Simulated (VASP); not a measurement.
Here is a VASP 6.6.1 calculation.

The input POSCAR:

```
RbS2
1.0
    0.0000000000      4.2104910000      4.2104910000
    4.2104910000      0.0000000000      4.2104910000
    4.2104910000      4.2104910000      0.0000000000
Rb S
2 4
Direct
    0.0000000000      0.0000000000      0.0000000000
    0.2500000000      0.2500000000      0.2500000000
    0.6250000000      0.6250000000      0.6250000000
    0.1250000000      0.6250000000      0.6250000000
    0.6250000000      0.6250000000      0.1250000000
    0.6250000000      0.1250000000      0.6250000000
```

The input INCAR.step1:

```
SYSTEM = RbS2
PREC = Accurate
ENCUT = 520
EDIFF = 1E-5
ISMEAR = 1
SIGMA = 0.0715
LREAL = .FALSE.
LASPH = .TRUE.
NELM = 60
ALGO = Normal
ISIF = 2
LWAVE = .TRUE.
LCHARG = .FALSE.
GGA = PE
NBANDS = 30
```

File INCAR.step2:

```
SYSTEM = RbS2
PREC = Accurate
ENCUT = 520
EDIFF = 1E-6
ISMEAR = 1
SIGMA = 0.0715
LREAL = .FALSE.
LASPH = .TRUE.
NELM = 60
ALGO = Normal
ISIF = 2
LWAVE = .FALSE.
LCHARG = .FALSE.
GGA = PE
LHFCALC = .TRUE.
HFSCREEN = 0.2079
PRECFOCK = Fast
ISTART = 1
NBANDS = 30
```

File KPOINTS:

```
Automatic mesh
0
G
  2 2 2
  0 0 0
```

Potentials or basis: VASP PAW PBE potentials, release 64 (Rb_sv, S).

Command:

```sh
$ cat potpaw_PBE.64/Rb_sv/POTCAR potpaw_PBE.64/S/POTCAR > POTCAR
$ cp INCAR.step1 INCAR
$ mpirun -np 1 vasp_std > vasp.out
$ cp INCAR.step2 INCAR
$ mpirun -np 1 vasp_std > vasp.out
```

Question: What does it give for the band gap on the k mesh?

Answer: None (metal or under the smearing width).

Question: Predict the pressure.

Answer: -7.1 GPa.

Caveat: the k mesh is coarse (spacing up to 0.65 Å⁻¹), so the values aren't converged, least of all with exact exchange; the PAW data sets were made with another functional, which shifts forces and pressure a little.
